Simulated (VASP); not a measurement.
```
CELL_PARAMETERS angstrom
      3.83675     0.00000     0.00000
      0.00000     3.83675     0.00000
      0.00000     0.00000     3.83675
ATOMIC_POSITIONS crystal
  Sr 0.00000 0.00000 0.00000
  V  0.50000 0.50000 0.50000
  O  0.50000 0.00000 0.50000
  O  0.00000 0.50000 0.50000
  O  0.50000 0.50000 0.00000
```

Computed with PBE GGA with D3 dispersion (Becke-Johnson damping), VASP's PBE PAW potentials (set 64) (plane waves; VASP). Settings: 520 eV cut-off, Gaussian smearing of 0.050 eV, potentials Sr_sv V_sv O.

Q: Predict the band gap (along the path) with the smallest direct gap where there is one.

A: 
The band gap (along the path) is none (metal, semimetal or under 0.01 eV).

Only differences to runs with the same potentials and settings are physical.

The compound is SrVO3 in the cubic perovskite structure. It was relaxed first. The run is not spin-polarised, so no magnetic state was tried. The electron count is odd and the run is not spin-polarised, which forces a metal.
